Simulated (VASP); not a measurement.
Shape and ions are relaxed at each volume.

Energy against volume of CdSe (wurtzite). Method: r2SCAN+rVV10, VASP's PBE PAW potentials (set 64) (plane waves; VASP 6.6.1).

```tsv
V (Å³/atom)	E (eV/atom)
26.958	-17.64192
27.819	-17.65603
28.679	-17.65998
29.540	-17.65534
30.400	-17.64343
```

### Question
Fit a third-order Birch-Murnaghan equation of state.

### Answer

- volume per atom: 28.62 Å³/atom
- bulk modulus: 537 kbar
- pressure derivative of the bulk modulus: 4.55

Measured: bulk modulus 53.4 GPa (computed value off by +0.5 %), as given by Michael Grünwald et al., The Journal of Chemical Physics (2012), arXiv:1201.2992. The calculation is for a static lattice, while the measured bulk modulus holds thermal and zero-point effects, which are part of the difference.

The compound is CdSe in the wurtzite structure. It was relaxed first.
